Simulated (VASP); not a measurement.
Wanted: the native input for a VASP 6.6.1 run.

```
Task                   : single point
Functional             : r2SCAN
Potentials or basis    : VASP PAW PBE potentials, release 64 (Be, Cl, H)
Cutoff                 : 520 eV
k mesh                 : 3 × 3 × 1
Occupations            : fermi-dirac, width 0.1 eV
Spin                   : no spin polarisation
Dipole correction      : no
Further INCAR settings : ALGO = Normal; EDIFF = 1e-07; NBANDS = 29
```

The system is Be12HCl, a slab with vacuum.

```
Be Cl H
1.0
     4.58000    0.00000    0.00000
     2.29000    3.96640    0.00000
     0.00000    0.00000   14.58843
Be Cl H
12 1 1
Direct
  0.00000 0.00000 0.06855
  0.50000 0.00000 0.06855
  0.00000 0.50000 0.06855
  0.50000 0.50000 0.06855
  0.83344 0.33324 0.19511
  0.33330 0.33327 0.19507
  0.83338 0.83330 0.19537
  0.33329 0.83336 0.19510
  0.00015 0.99995 0.32186
  0.49983 0.00012 0.32220
  0.00027 0.49974 0.32213
  0.49989 0.49980 0.32105
  0.65022 0.73379 0.58853
  0.49960 0.60268 0.54531
```

The cell was built by a generator and needn't be a form met in nature.

These files were run (other wordings do the same):

POSCAR

```
Be12HCl
1.0
    4.5800000000      0.0000000000      0.0000000000
    2.2900000000      3.9663960000      0.0000000000
    0.0000000000      0.0000000000     14.5884300000
Be Cl H
12 1 1
Direct
    0.0000000000      0.0000000000      0.0685475000
    0.5000000000      0.0000000000      0.0685475000
    0.0000000000      0.5000000000      0.0685475000
    0.5000000000      0.5000000000      0.0685475000
   -0.1665635908      0.3332443704      0.1951141405
    0.3333032492      0.3332743356      0.1950717475
   -0.1666155327      0.8332991234      0.1953725745
    0.3332903160      0.8333641265      0.1951003440
    0.0001463521     -0.0000472183      0.3218628042
    0.4998288325      0.0001240747      0.3221951846
    0.0002740853      0.4997356917      0.3221340706
    0.4998923094      0.4998048538      0.3210525524
    0.6502160192      0.7337873320      0.5885337989
    0.4995985179      0.6026816919      0.5453065878
```

INCAR.step1

```
SYSTEM = Be12HCl
ALGO     = Normal         ! electronic algorithm
EDIFF    = 1E-4           ! SCF threshold, eV
ENCUT    = 520            ! plane-wave cutoff, eV
GGA      = PE             ! functional
ISMEAR   = -1             ! smearing method
LASPH    = .True.         ! aspherical terms in the spheres
LCHARG   = .False.        ! write CHGCAR
LREAL    = .False.        ! projectors in reciprocal space
LWAVE    = .True.         ! write WAVECAR
NBANDS   = 29             ! bands
NELM     = 100            ! most SCF steps
PREC     = Accurate       ! precision mode
SIGMA    = 0.1            ! smearing width, eV
```

INCAR.step2

```
SYSTEM = Be12HCl
ALGO     = Normal         ! electronic algorithm
EDIFF    = 1E-7           ! SCF threshold, eV
ENCUT    = 520            ! plane-wave cutoff, eV
ISIF     = 2              ! what is computed and relaxed
ISMEAR   = -1             ! smearing method
ISTART   = 1            
LASPH    = .True.         ! aspherical terms in the spheres
LCHARG   = .False.        ! write CHGCAR
LMIXTAU  = .True.       
LREAL    = .False.        ! projectors in reciprocal space
LWAVE    = .False.        ! write WAVECAR
METAGGA  = R2SCAN         ! meta-GGA
NBANDS   = 29             ! bands
NELM     = 100            ! most SCF steps
PREC     = Accurate       ! precision mode
SIGMA    = 0.1            ! smearing width, eV
```

KPOINTS

```
k-points
0
Gamma
  3 3 1
  0 0 0
```

Potentials or basis: VASP PAW PBE potentials, release 64 (Be, Cl, H).

The run is started by

```bash
$ cat potpaw_PBE.64/Be/POTCAR potpaw_PBE.64/Cl/POTCAR potpaw_PBE.64/H/POTCAR > POTCAR
$ cp INCAR.step1 INCAR
$ mpirun -np 1 vasp_std > vasp.out
$ cp INCAR.step2 INCAR
$ mpirun -np 1 vasp_std > vasp.out
```

Results of the run:

```json
{
  "Largest force": "0.140 eV/Å",
  "Band gap on the k mesh": "none (metal or under the smearing width)"
}
```

Caveat: the k mesh is coarse (spacing up to 0.53 Å⁻¹), so the values aren't converged; the PAW data sets were made with another functional, which shifts forces and pressure a little.

It took 3.7 min on 1 thread of AMD EPYC 9R45 (Zen 5) (shared host), peak memory 0.36 GiB.
